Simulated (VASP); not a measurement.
# NiPt: convergence with the plane-wave cutoff and smearing, part 2 of 4

How sensitive are energy, pressure and forces of NiPt to the plane-wave cutoff and smearing? The atoms are off their equilibrium sites, so that forces can be compared too. The series runs use r2SCAN. The atoms of the start are displaced at random from the sites of a P4/mmm cell.

VASP 6.6.1; r2SCAN, spin-polarised from a ferromagnetic start (one magnetic atom a cell); plane waves and PAW (Ni, Pt).

Still holding for the runs below: The magnetic state follows from one typed start and may not be the lowest. The k-mesh is coarse for a metal.

So far. Step 5 (Plane-wave cutoff: ENCUT = 270): Against the run before the energy moves by -30.31 meV an atom and the pressure by +8.84 GPa, after 16 cycles in 40 s.

### Step 6. Plane-wave cutoff: ENCUT = 310

The input, INCAR:

```
SYSTEM = NiPt
PREC = Accurate
ENCUT = 310
EDIFF = 1E-06
NELM = 100
ISMEAR = -1
SIGMA = 0.05
LREAL = .FALSE.
ALGO = Normal
METAGGA = R2SCAN
LASPH = .TRUE.
NBANDS = 17
ISPIN = 2
MAGMOM = 1 0
LMAXMIX = 4
LORBIT = 11
LWAVE = .FALSE.
LCHARG = .FALSE.
KPAR = 2
ISIF = 2
```

The input, POSCAR:

```
NiPt
1.0
    2.7099397941      0.0000000000      0.0000000000
    0.0000000000      2.7099397941      0.0000000000
    0.0000000000      0.0000000000      3.5783200000
Ni Pt
1 1
Direct
    0.4942610000      0.5115520000      0.5099310000
   -0.0057030000     -0.0093140000      0.0092740000
```

The input, KPOINTS:

```
Automatic mesh
0
Gamma
8 8 6
0 0 0
```

The projector-augmented-wave data sets are Ni and Pt (PBE family, release 64).

Launch:

```bash
$ mpirun -np 2 vasp_std
```

The program printed:

```text
[... set-up lines as in an earlier step ...]
 entering main loop
       N       E                     dE             d eps       ncg     rms          rms(c)
DAV:   1     0.132159699575E+02    0.13216E+02   -0.70318E+03 14568   0.933E+02
DAV:   2    -0.670881000168E+02   -0.80304E+02   -0.74744E+02 13782   0.207E+02
DAV:   3    -0.691710995652E+02   -0.20830E+01   -0.20507E+01 15690   0.396E+01
DAV:   4    -0.691946447297E+02   -0.23545E-01   -0.23537E-01 15658   0.370E+00
[...]
DAV:  14    -0.637292983123E+02   -0.11211E-03   -0.10375E-04 14923   0.145E-01    0.325E-02
DAV:  15    -0.637293053324E+02   -0.70201E-05   -0.10191E-05 16846   0.631E-02    0.139E-02
DAV:  16    -0.637293046768E+02    0.65561E-06   -0.25570E-06 12928   0.201E-02
   1 F= -.63729305E+02 E0= -.63720937E+02  d E =-.167347E-01  mag=     1.3229
```

Elapsed: 46 s, on 2 MPI ranks of Intel Xeon 6975P-C (Granite Rapids), shared host; peak memory 0.34 GiB; 90 s of CPU time.

OUTCAR, selected parts (step 6):

```text
  Total        0.0745807      0.0757521     -0.1080537     -0.0000843      0.0046542     -0.0000543
  in kB        4.5471446      4.6185649     -6.5879708     -0.0051411      0.2837649     -0.0033103
  external PRESSURE =       0.8592462 kB  Pullay stress =       0.0000000 kB

 POSITION                                       TOTAL-FORCE (eV/Angst)
 -----------------------------------------------------------------------------------
      1.33942      1.38628      1.82470        -0.004858     -0.290803     -0.021576
      2.69449      2.68470      0.03319         0.004858      0.290803      0.021576
 -----------------------------------------------------------------------------------
    total drift:                               -0.011186      0.007303     -0.000747

  FREE ENERGIE OF THE ION-ELECTRON SYSTEM (eV)
  ---------------------------------------------------
  free  energy   TOTEN  =       -63.7293046768 eV

  energy  without entropy=      -63.7125699961  energy(sigma->0) =      -63.72093734

 magnetization (x)
# of ion       s       p       d       tot
------------------------------------------
    1       -0.005  -0.014   0.974   0.955
    2       -0.006  -0.044   0.443   0.394
--------------------------------------------------
tot         -0.010  -0.058   1.417   1.349

[... 1 part as in an earlier step ...]

[... 2 further parts left out ...]
[key lines of the parts left out:]
E-fermi :  10.1093
```

Against the run before the energy moves by -1.25 meV an atom and the pressure by +1.25 GPa, after 16 cycles in 46 s.

### Step 7. Plane-wave cutoff: ENCUT = 350

Changes to INCAR since step 6:

```diff
@@ -2,3 +2,3 @@
 PREC = Accurate
-ENCUT = 310
+ENCUT = 350
 EDIFF = 1E-06
```

POSCAR is that of step 6.

KPOINTS is that of step 6.

Launch:

```bash
$ mpirun -np 2 vasp_std
```

The program printed:

```text
[... set-up lines as in an earlier step ...]
 entering main loop
       N       E                     dE             d eps       ncg     rms          rms(c)
DAV:   1     0.214079301686E+02    0.21408E+02   -0.75609E+03 14328   0.104E+03
DAV:   2    -0.666457784831E+02   -0.88054E+02   -0.81863E+02 13800   0.221E+02
DAV:   3    -0.691658397174E+02   -0.25201E+01   -0.24806E+01 15656   0.449E+01
DAV:   4    -0.691949211075E+02   -0.29081E-01   -0.29070E-01 15726   0.414E+00
[...]
DAV:  14    -0.637214543047E+02   -0.73765E-04   -0.70974E-05 16414   0.129E-01    0.315E-02
DAV:  15    -0.637214571655E+02   -0.28608E-05   -0.78908E-06 16287   0.607E-02    0.137E-02
DAV:  16    -0.637214563535E+02    0.81198E-06   -0.26446E-06 13624   0.218E-02
   1 F= -.63721456E+02 E0= -.63713098E+02  d E =-.167161E-01  mag=     1.3219
```

Wall time 81 s (2 MPI ranks); peak memory 0.37 GiB; 2.7 min of CPU time.

Parts of OUTCAR (step 7):

```text
  Total        0.0457219      0.0267562     -0.1452856     -0.0007692      0.0047122     -0.0003353
  in kB        2.7876368      1.6313132     -8.8579804     -0.0468993      0.2873019     -0.0204453
  external PRESSURE =      -1.4796768 kB  Pullay stress =       0.0000000 kB

 POSITION                                       TOTAL-FORCE (eV/Angst)
 -----------------------------------------------------------------------------------
      1.33942      1.38628      1.82470         0.006883     -0.299525     -0.021683
      2.69449      2.68470      0.03319        -0.006883      0.299525      0.021683
 -----------------------------------------------------------------------------------
    total drift:                                0.013503     -0.008161     -0.000772

  FREE ENERGIE OF THE ION-ELECTRON SYSTEM (eV)
  ---------------------------------------------------
  free  energy   TOTEN  =       -63.7214563535 eV

  energy  without entropy=      -63.7047402298  energy(sigma->0) =      -63.71309829

 magnetization (x)
# of ion       s       p       d       tot
------------------------------------------
    1       -0.005  -0.014   0.972   0.953
    2       -0.006  -0.044   0.444   0.394
--------------------------------------------------
tot         -0.010  -0.058   1.416   1.347

[... 1 part as in an earlier step ...]

[... 2 further parts left out ...]
[key lines of the parts left out:]
E-fermi :  10.1047
```

Against the run before the energy moves by +3.92 meV an atom and the pressure by -0.23 GPa, after 16 cycles in 81 s.

### Step 8. Plane-wave cutoff: ENCUT = 430

Changes to INCAR since step 7:

```diff
@@ -2,3 +2,3 @@
 PREC = Accurate
-ENCUT = 350
+ENCUT = 430
 EDIFF = 1E-06
```

POSCAR is that of step 7.

KPOINTS is that of step 7.

Launch:

```bash
$ mpirun -np 2 vasp_std
```

The program printed:

```text
[... set-up lines as in an earlier step ...]
 entering main loop
       N       E                     dE             d eps       ncg     rms          rms(c)
DAV:   1     0.375367086418E+02    0.37537E+02   -0.86078E+03 13832   0.122E+03
DAV:   2    -0.657992620582E+02   -0.10334E+03   -0.95913E+02 13576   0.248E+02
DAV:   3    -0.691613126544E+02   -0.33621E+01   -0.32907E+01 15507   0.538E+01
DAV:   4    -0.692002128568E+02   -0.38900E-01   -0.38878E-01 15798   0.491E+00
[...]
DAV:  16    -0.637198789604E+02    0.10128E-05   -0.24667E-06 12768   0.222E-02    0.571E-03
DAV:  17    -0.637198808471E+02   -0.18867E-05   -0.32361E-07  6793   0.985E-03    0.279E-03
DAV:  18    -0.637198808866E+02   -0.39476E-07   -0.15786E-07  6771   0.797E-03
   1 F= -.63719881E+02 E0= -.63711531E+02  d E =-.166997E-01  mag=     1.3197
```

Elapsed: 93 s, on 2 MPI ranks; peak memory 0.42 GiB.

Parts of OUTCAR (step 8):

```text
  Total        0.1272084      0.1071294     -0.0620382     -0.0007895      0.0046884     -0.0003207
  in kB        7.7558226      6.5316205     -3.7824321     -0.0481349      0.2858474     -0.0195504
  external PRESSURE =       3.5016704 kB  Pullay stress =       0.0000000 kB

 POSITION                                       TOTAL-FORCE (eV/Angst)
 -----------------------------------------------------------------------------------
      1.33942      1.38628      1.82470         0.006437     -0.301328     -0.021772
      2.69449      2.68470      0.03319        -0.006437      0.301328      0.021772
 -----------------------------------------------------------------------------------
    total drift:                                0.012541     -0.007778     -0.000714

  FREE ENERGIE OF THE ION-ELECTRON SYSTEM (eV)
  ---------------------------------------------------
  free  energy   TOTEN  =       -63.7198808866 eV

  energy  without entropy=      -63.7031812265  energy(sigma->0) =      -63.71153106

 magnetization (x)
# of ion       s       p       d       tot
------------------------------------------
    1       -0.005  -0.014   0.969   0.950
    2       -0.006  -0.044   0.444   0.395
--------------------------------------------------
tot         -0.010  -0.058   1.414   1.345

[... 1 part as in an earlier step ...]

[... 2 further parts left out ...]
[key lines of the parts left out:]
E-fermi :  10.0982
```

Against the run before the energy moves by +0.78 meV an atom and the pressure by +0.50 GPa, after 18 cycles in 93 s.

### Step 9. Plane-wave cutoff: ENCUT = 540

Changes to INCAR since step 8:

```diff
@@ -2,3 +2,3 @@
 PREC = Accurate
-ENCUT = 430
+ENCUT = 540
 EDIFF = 1E-06
```

POSCAR is that of step 8.

KPOINTS is that of step 8.

Launch:

```bash
$ mpirun -np 2 vasp_std
```

The program printed:

```text
[... set-up lines as in an earlier step ...]
 entering main loop
       N       E                     dE             d eps       ncg     rms          rms(c)
DAV:   1     0.532627018286E+02    0.53263E+02   -0.10014E+04 13600   0.147E+03
DAV:   2    -0.649257018529E+02   -0.11819E+03   -0.10999E+03 13599   0.280E+02
DAV:   3    -0.691499847022E+02   -0.42243E+01   -0.41233E+01 15313   0.618E+01
DAV:   4    -0.692001671808E+02   -0.50182E-01   -0.50146E-01 15818   0.571E+00
[...]
DAV:  16    -0.637198732278E+02    0.15278E-05   -0.17566E-06 10131   0.201E-02    0.570E-03
DAV:  17    -0.637198750414E+02   -0.18136E-05   -0.37713E-07  6793   0.103E-02    0.284E-03
DAV:  18    -0.637198752060E+02   -0.16457E-06   -0.18146E-07  6777   0.868E-03
   1 F= -.63719875E+02 E0= -.63711530E+02  d E =-.166908E-01  mag=     1.3196
```

Run time: 2 min. Hardware: 2 MPI ranks; peak memory 0.54 GiB.

From OUTCAR (step 9):

```text
  Total        0.1437968      0.1279700     -0.0368616     -0.0001476      0.0045625      0.0000898
  in kB        8.7672088      7.8022547     -2.2474329     -0.0089985      0.2781759      0.0054780
  external PRESSURE =       4.7740102 kB  Pullay stress =       0.0000000 kB

 POSITION                                       TOTAL-FORCE (eV/Angst)
 -----------------------------------------------------------------------------------
      1.33942      1.38628      1.82470         0.002302     -0.297094     -0.020683
      2.69449      2.68470      0.03319        -0.002302      0.297094      0.020683
 -----------------------------------------------------------------------------------
    total drift:                                0.003587      0.001094      0.001604

  FREE ENERGIE OF THE ION-ELECTRON SYSTEM (eV)
  ---------------------------------------------------
  free  energy   TOTEN  =       -63.7198752060 eV

  energy  without entropy=      -63.7031844153  energy(sigma->0) =      -63.71152981

[... 2 parts as in an earlier step ...]

[... 2 further parts left out ...]
[key lines of the parts left out:]
E-fermi :  10.0976
```

Against the run before the energy stays within 0.01 meV an atom; the pressure moves by +0.13 GPa, after 18 cycles in 2 min.

### Step 10. The plane-wave cutoff series as a table

This step: convergence of r2SCAN results with the cutoff; plane waves and PAW (VASP 6.6.1).

Derived from the runs above.

Differences are taken from the run with ENCUT = 540. Results of the series, by row:

| setting | status | energy less the reference (meV/atom) | pressure (GPa) | largest force difference (meV/Å) | moment (μB) | SCF cycles | wall time (s) |
| --- | --- | --- | --- | --- | --- | --- | --- |
| ENCUT = 160 | converged | 1982 | -305.3 | 307.9 | 0.9413 | 15 | 26 |
| ENCUT = 200 | converged | 304.2 | -68.39 | 42.22 | 1.246 | 16 | 29 |
| ENCUT = 240 | converged | 26.86 | -9.999 | 26.87 | 1.306 | 16 | 43 |
| ENCUT = 270 | converged | -3.45 | -1.16 | 1.842 | 1.317 | 16 | 40 |
| ENCUT = 310 | converged | -4.704 | 0.08592 | 7.16 | 1.323 | 16 | 46 |
| ENCUT = 350 | converged | -0.7842 | -0.148 | 4.581 | 1.322 | 16 | 81 |
| ENCUT = 430 | converged | -6.25e-4 | 0.3502 | 4.234 | 1.32 | 18 | 93 |
| ENCUT = 540 | converged | 0 | 0.4774 | 0 | 1.32 | 18 | 121 |

### Step 11. Smearing: ISMEAR = 0, SIGMA = 0.01

This step: r2SCAN, spin-polarised from a ferromagnetic start (one magnetic atom a cell); plane waves and PAW (Ni, Pt) (VASP 6.6.1).

Smearing steadies the sum over the Fermi surface at the price of an entropy term.

Changes to INCAR since step 9:

```diff
@@ -2,7 +2,7 @@
 PREC = Accurate
-ENCUT = 540
+ENCUT = 400
 EDIFF = 1E-06
 NELM = 100
-ISMEAR = -1
-SIGMA = 0.05
+ISMEAR = 0
+SIGMA = 0.01
 LREAL = .FALSE.
```

POSCAR is that of step 9.

KPOINTS is that of step 9.

Launch:

```bash
$ mpirun -np 2 vasp_std
```

The program printed:

```text
[... set-up lines as in an earlier step ...]
 entering main loop
       N       E                     dE             d eps       ncg     rms          rms(c)
DAV:   1     0.317868163071E+02    0.31787E+02   -0.82467E+03 14040   0.116E+03
DAV:   2    -0.660921717585E+02   -0.97879E+02   -0.90976E+02 13690   0.239E+02
DAV:   3    -0.691523228476E+02   -0.30602E+01   -0.30025E+01 15681   0.508E+01
DAV:   4    -0.691875907175E+02   -0.35268E-01   -0.35254E-01 15717   0.464E+00
DAV:   5    -0.691885123148E+02   -0.92160E-03   -0.92156E-03 15918   0.813E-01    0.173E+01
DAV:   6    -0.664075811764E+02    0.27809E+01   -0.17270E+01 13942   0.100E+02    0.207E+01
DAV:   7    -0.636914427336E+02    0.27161E+01   -0.61170E+00 16690   0.822E+01    0.703E+00
DAV:   8    -0.637052851229E+02   -0.13842E-01   -0.33635E-01 16376   0.761E+00    0.312E+00
DAV:   9    -0.637056172456E+02   -0.33212E-03   -0.77451E-02 17479   0.580E+00    0.988E-01
DAV:  10    -0.637074568401E+02   -0.18396E-02   -0.10491E-02 15382   0.167E+00    0.515E-01
DAV:  11    -0.637099042628E+02   -0.24474E-02   -0.35515E-03 16529   0.114E+00    0.223E-01
DAV:  12    -0.637109425078E+02   -0.10382E-02   -0.11588E-03 15924   0.527E-01    0.131E-01
DAV:  13    -0.637109925817E+02   -0.50074E-04   -0.19202E-04 16658   0.353E-01    0.707E-02
DAV:  14    -0.637110716764E+02   -0.79095E-04   -0.12370E-04 15016   0.212E-01    0.315E-02
DAV:  15    -0.637110895236E+02   -0.17847E-04   -0.16057E-05 16622   0.852E-02    0.182E-02
DAV:  16    -0.637110955107E+02   -0.59871E-05   -0.42020E-06 14243   0.301E-02    0.151E-02
DAV:  17    -0.637111013073E+02   -0.57966E-05   -0.50427E-06 14391   0.489E-02    0.104E-02
DAV:  18    -0.637111055380E+02   -0.42308E-05   -0.46718E-06 12041   0.461E-02    0.580E-03
DAV:  19    -0.637111095607E+02   -0.40227E-05   -0.40171E-06  9268   0.366E-02    0.474E-03
DAV:  20    -0.637111111450E+02   -0.15843E-05   -0.19100E-06  7272   0.222E-02    0.459E-03
DAV:  21    -0.637111162180E+02   -0.50730E-05   -0.19259E-05 17246   0.784E-02    0.492E-03
DAV:  22    -0.637111180381E+02   -0.18201E-05   -0.80282E-06 11973   0.493E-02    0.300E-03
DAV:  23    -0.637111191161E+02   -0.10780E-05   -0.14177E-06  8554   0.132E-02    0.183E-03
DAV:  24    -0.637111182182E+02    0.89787E-06   -0.10547E-06  6735   0.215E-02
   1 F= -.63711118E+02 E0= -.63711066E+02  d E =-.104189E-03  mag=     1.3451
```

Run time: 2 min. Hardware: 2 MPI ranks; peak memory 0.4 GiB.

From OUTCAR (step 11):

```text
   ENCUT  =  400.0 eV  29.40 Ry    5.42 a.u.   4.42  4.42  5.84*2*pi/ulx,y,z

   NELECT =      20.0000    total number of electrons

 E-fermi :  10.0887

 spin component 1
 k-point     1 :       0.0000    0.0000    0.0000
  band No.  band energies     occupation
    ...
      7       8.0077      1.00000
      8       8.5925      1.00000
      9       9.5652      1.00000
     10       9.5870      1.00000
     11       9.6530      1.00000
     12      13.3331      0.00000
     13      21.3888      0.00000
     14      22.3990      0.00000
     15      22.4372      0.00000
     16      29.0364      0.00000
    ...

 k-point     2 :       0.1250    0.0000    0.0000
  band No.  band energies     occupation
    ...
      7       7.9265      1.00000
      8       8.5746      1.00000
      9       8.7095      1.00000
     10       9.3022      1.00000
     11       9.4677      1.00000
     12      14.6217      0.00000
     13      19.9107      0.00000
     14      21.7293      0.00000
     15      23.1894      0.00000
     16      29.1847      0.00000
    ...

  Total        0.0958768      0.0944251     -0.1134378     -0.0007571      0.0056890     -0.0003261
  in kB        5.8455514      5.7570433     -6.9162389     -0.0461582      0.3468552     -0.0198836
  external PRESSURE =       1.5621186 kB  Pullay stress =       0.0000000 kB

 POSITION                                       TOTAL-FORCE (eV/Angst)
 -----------------------------------------------------------------------------------
      1.33942      1.38628      1.82470         0.006512     -0.304169     -0.021837
      2.69449      2.68470      0.03319        -0.006512      0.304169      0.021837
 -----------------------------------------------------------------------------------
    total drift:                                0.012705     -0.007831     -0.000746

  FREE ENERGIE OF THE ION-ELECTRON SYSTEM (eV)
  ---------------------------------------------------
  free  energy   TOTEN  =       -63.7111182182 eV

  energy  without entropy=      -63.7110140292  energy(sigma->0) =      -63.71106612

 magnetization (x)
# of ion       s       p       d       tot
------------------------------------------
    1       -0.005  -0.015   0.973   0.953
    2       -0.005  -0.044   0.467   0.418
--------------------------------------------------
tot         -0.011  -0.059   1.440   1.371

[... 5 parts as in an earlier step ...]

[... 16 further parts left out ...]
```

This step gave:

```
SCF cycles                                        : 24
free energy (TOTEN)                               : -63.7111 eV
energy at zero smearing                           : -63.7111 eV
Fermi energy                                      : 10.09 eV
pressure                                          : 0.1562 GPa
moment of the cell, from the last line of the log : 1.345 μB
```

The series starts at -31.8555 eV an atom and 0.16 GPa, after 24 cycles in 2 min. The entropy term T·S comes to 0.05 meV an atom in size.

### Step 12. Smearing: ISMEAR = 0, SIGMA = 0.05

Changes to INCAR since step 11:

```diff
@@ -6,3 +6,3 @@
 ISMEAR = 0
-SIGMA = 0.01
+SIGMA = 0.05
 LREAL = .FALSE.
```

POSCAR is that of step 11.

KPOINTS is that of step 11.

Launch:

```bash
$ mpirun -np 2 vasp_std
```

The program printed:

```text
[... set-up lines as in an earlier step ...]
 entering main loop
       N       E                     dE             d eps       ncg     rms          rms(c)
DAV:   1     0.317862896501E+02    0.31786E+02   -0.82467E+03 14040   0.116E+03
DAV:   2    -0.660940645650E+02   -0.97880E+02   -0.90983E+02 13690   0.239E+02
DAV:   3    -0.691537452579E+02   -0.30597E+01   -0.30020E+01 15681   0.508E+01
DAV:   4    -0.691890355338E+02   -0.35290E-01   -0.35275E-01 15717   0.464E+00
[...]
DAV:  14    -0.637125628046E+02   -0.75452E-04   -0.66937E-05 17221   0.140E-01    0.363E-02
DAV:  15    -0.637125619005E+02    0.90413E-06   -0.12297E-05 17136   0.862E-02    0.110E-02
DAV:  16    -0.637125617941E+02    0.10637E-06   -0.23710E-06 12325   0.274E-02
   1 F= -.63712562E+02 E0= -.63711181E+02  d E =-.276157E-02  mag=     1.3108
```

Wall time 84 s (2 MPI ranks); peak memory 0.39 GiB; 2.8 min of CPU time.

From OUTCAR (step 12):

```text
  Total        0.0552954      0.0495512     -0.1023760     -0.0007575      0.0047485     -0.0003228
  in kB        3.3713318      3.0211077     -6.2418058     -0.0461867      0.2895128     -0.0196819
  external PRESSURE =       0.0502112 kB  Pullay stress =       0.0000000 kB

 POSITION                                       TOTAL-FORCE (eV/Angst)
 -----------------------------------------------------------------------------------
      1.33942      1.38628      1.82470         0.006510     -0.303048     -0.021953
      2.69449      2.68470      0.03319        -0.006510      0.303048      0.021953
 -----------------------------------------------------------------------------------
    total drift:                                0.012706     -0.007765     -0.000726

  FREE ENERGIE OF THE ION-ELECTRON SYSTEM (eV)
  ---------------------------------------------------
  free  energy   TOTEN  =       -63.7125617941 eV

  energy  without entropy=      -63.7098002198  energy(sigma->0) =      -63.71118101

 magnetization (x)
# of ion       s       p       d       tot
------------------------------------------
    1       -0.006  -0.014   0.963   0.943
    2       -0.006  -0.045   0.444   0.393
--------------------------------------------------
tot         -0.011  -0.059   1.407   1.337

[... 2 parts as in an earlier step ...]

[... 1 further part left out ...]
[key lines of the parts left out:]
E-fermi :  10.0897
```

Against the run before the energy at zero width moves by -0.06 meV an atom and the pressure by -0.15 GPa, after 16 cycles in 84 s. The entropy term T·S comes to 1.38 meV an atom in size.

[end of part 2 of 4]

[Lines on the potential files, build, host, timing and source positions are cut from VASP's logs without a mark.]

[Logs are printed without paths, hosts, clocks, repeated set-up lines and the standing remarks that a program may print on its own settings, such as how far it seeks lower states.]

[Hosts, paths, dates, database ids (printed as entryN), source tags and the programs' standing remarks are cut or masked in the printed files.]

[A measured line is paired with the nearest computed mode of its activity, which favours agreement.]
